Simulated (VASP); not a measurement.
These are PBE GGA, VASP's PBE PAW potentials (set 64) (plane waves; VASP) values and carry that method's errors.

VASP input:

### POSCAR
```
C
3.5609360
  0.0000000000   0.5000000000   0.5000000000
  0.5000000000   0.0000000000   0.5000000000
  0.5000000000   0.5000000000   0.0000000000
C
2
direct
  0.0000000000   0.0000000000   0.0000000000
  0.2500000000   0.2500000000   0.2500000000
```

**KPOINTS**
```
Automatic mesh
0
Gamma
11 11 11
0 0 0
```

### INCAR
```
ALGO  =  Normal
EDIFF  =  1E-8
ENCUT  =  400
GGA  =  PE
IBRION  =  8
ISIF  =  2
ISMEAR  =  -1
LASPH  =  .True.
LCHARG  =  .False.
LEPSILON  =  .True.
LREAL  =  .False.
LWAVE  =  .False.
NELM  =  100
NSW  =  1
PREC  =  Accurate
SIGMA  =  0.02
SYSTEM  =  C
```

POTCAR, in this order: C (PBE.64 set). Program: vasp_std.

What does the run give for the energy per atom (σ→0)?

energy per atom (σ→0): -9.096 eV/atom

**OSZICAR**
```
...
RMM:   4    -0.111807307276E+00   -0.79203E-03   -0.50923E-04  4884   0.139E-01    0.136E-02
RMM:   5    -0.111723383806E+00    0.83923E-04   -0.29951E-05  5513   0.209E-02    0.112E-03
RMM:   6    -0.111722184871E+00    0.11989E-05   -0.19577E-06  5426   0.157E-03    0.539E-04
RMM:   7    -0.111718104837E+00    0.40800E-05    0.16937E-08  5606   0.759E-04    0.755E-05
RMM:   8    -0.111718424923E+00   -0.32009E-06   -0.44709E-08  5625   0.127E-04    0.190E-05
RMM:   9    -0.111718151150E+00    0.27377E-06    0.58460E-08  5829   0.344E-05    0.402E-06
RMM:  10    -0.111718153139E+00   -0.19890E-08   -0.54645E-09  5233   0.654E-06    0.712E-07
 Linear response finished
```

The structure is a typed C crystal (Fd-3m). The cell was not relaxed at this level. The run is one of a series of settings (EDIFF = 1E-8, IBRION = 8, LEPSILON = .TRUE., NSW = 1 against the base run), some of them coarse on purpose.
